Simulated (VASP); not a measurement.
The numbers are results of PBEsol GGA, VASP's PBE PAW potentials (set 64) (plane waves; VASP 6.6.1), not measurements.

A VASP calculation is set up with these files.

File KPOINTS:
```
Automatic mesh
0
Gamma
8 8 8
0 0 0
```

**INCAR**
```
SYSTEM = CdTe
PREC = Normal; ENCUT = 400; LREAL = F
LASPH = T
EDIFF = 1E-5; NELM = 100; NELMIN = 4
ALGO = Fast; LMAXMIX = 4
ISMEAR = 0; SIGMA = 0.05
GGA = PS
IBRION = 2; NSW = 20; ISIF = 2
EDIFFG = -0.03
LWAVE = F; LCHARG = F
```

**POSCAR**
```
CdTe
1
    0.0000000000     3.2486765698     3.2486765698
    3.2486765698     0.0000000000     3.2486765698
    3.2486765698     3.2486765698     0.0000000000
Cd Te
1 1
Direct
  0.0000000000   0.0000000000   0.0000000000
  0.7500000000   0.7500000000   0.7500000000
```

POTCAR, in this order: Cd Te (PBE.64 set). Program: vasp_std.

What VASP printed:

### OSZICAR
```
       N       E                     dE             d eps       ncg     rms          rms(c)
DAV:   1     0.843763178582E+02    0.84376E+02   -0.73078E+03   778   0.966E+02
DAV:   2    -0.227758459601E+01   -0.86654E+02   -0.83549E+02   859   0.250E+02
DAV:   3    -0.571069439313E+01   -0.34331E+01   -0.34229E+01   909   0.511E+01
DAV:   4    -0.574459186540E+01   -0.33897E-01   -0.33894E-01  1078   0.445E+00
DAV:   5    -0.574469276352E+01   -0.10090E-03   -0.10090E-03   864   0.210E-01    0.561E+00
RMM:   6    -0.550896907630E+01    0.23572E+00   -0.51522E-01   754   0.600E+00    0.436E+00
RMM:   7    -0.548983106671E+01    0.19138E-01   -0.10591E-01   754   0.184E+00    0.177E+00
RMM:   8    -0.548855343015E+01    0.12776E-02   -0.66757E-03   757   0.937E-01    0.379E-01
RMM:   9    -0.548858545950E+01   -0.32029E-04   -0.10646E-03   755   0.292E-01    0.856E-02
RMM:  10    -0.548861064581E+01   -0.25186E-04   -0.21414E-04   759   0.120E-01    0.241E-02
RMM:  11    -0.548861816102E+01   -0.75152E-05   -0.58545E-05   597   0.610E-02
   1 F= -.54886182E+01 E0= -.54886182E+01  d E =-.548862E+01
```

OUTCAR:
```
------------------------ aborting loop because EDIFF is reached ----------------------------------------
  FORCE on cell =-STRESS in cart. coord.  units (eV):
  Direction    XX          YY          ZZ          XY          YZ          ZX
  --------------------------------------------------------------------------------------
  Total       -0.0903508     -0.0903508     -0.0903508     -0.0000000      0.0000000     -0.0000000
  in kB       -2.1110230     -2.1110230     -2.1110230     -0.0000000      0.0000000     -0.0000000
  external PRESSURE =      -2.1110230 kB  Pullay stress =       0.0000000 kB
  volume of cell :       68.57
      direct lattice vectors                 reciprocal lattice vectors
     0.000000000  3.248676570  3.248676570    -0.153908827  0.153908827  0.153908827
     3.248676570  0.000000000  3.248676570     0.153908827 -0.153908827  0.153908827
     3.248676570  3.248676570  0.000000000     0.153908827  0.153908827 -0.153908827
  FREE ENERGIE OF THE ION-ELECTRON SYSTEM (eV)
  ---------------------------------------------------
  free  energy   TOTEN  =        -5.4886181610 eV

  energy  without entropy=       -5.4886181610  energy(sigma->0) =       -5.48861816

 reached required accuracy - stopping structural energy minimisation
```
(Selected blocks of OUTCAR.)

File OUTCAR:
```
 val. band max:        2.1425218818   @ k =   0.0000   0.0000   0.0000

 cond. band min:       2.7812527504   @ k =   0.0000   0.0000   0.0000


 Fermi energy:         2.4084376594

 k-point     1 :       0.0000    0.0000    0.0000
  band No.  band energies     occupation
      1      -9.0273      2.00000
      2      -6.0851      2.00000
      3      -6.0851      2.00000
      4      -6.0851      2.00000
      5      -5.8256      2.00000
      6      -5.8256      2.00000
      7       2.1425      2.00000
      8       2.1425      2.00000
      9       2.1425      2.00000
     10       2.7813      0.00000
     11       6.6939      0.00000
     12       6.6939      0.00000
     13       6.6939      0.00000

 k-point     2 :       0.1250    0.0000    0.0000
  band No.  band energies     occupation
      1      -8.9688      2.00000
      2      -6.0741      2.00000
      3      -6.0741      2.00000
      4      -6.0411      2.00000
      5      -5.8265      2.00000
      6      -5.8265      2.00000
      7       0.8889      2.00000
      8       2.0053      2.00000
      9       2.0053      2.00000
     10       3.6942      0.00000
     11       6.6564      0.00000
     12       6.9051      0.00000
     13       6.9051      0.00000

 k-point     3 :       0.2500    0.0000    0.0000
  band No.  band energies     occupation
      1      -8.8268      2.00000
      2      -6.0497      2.00000
      3      -6.0497      2.00000
      4      -5.8918      2.00000
      5      -5.8260      2.00000
      6      -5.8260      2.00000
      7      -0.6038      2.00000
      8       1.7149      2.00000
      9       1.7149      2.00000
     10       4.0383      0.00000
     11       7.2412      0.00000
     12       7.2412      0.00000
     13       7.4033      0.00000

 k-point     4 :       0.3750    0.0000    0.0000
  band No.  band energies     occupation
      1      -8.6855      2.00000
      2      -6.0294      2.00000
      3      -6.0294      2.00000
...
```

Unless said otherwise, spin-orbit coupling is left out, though it shifts the bands of the heavy elements here.

The compound is CdTe in the zinc blende structure. It was relaxed first.
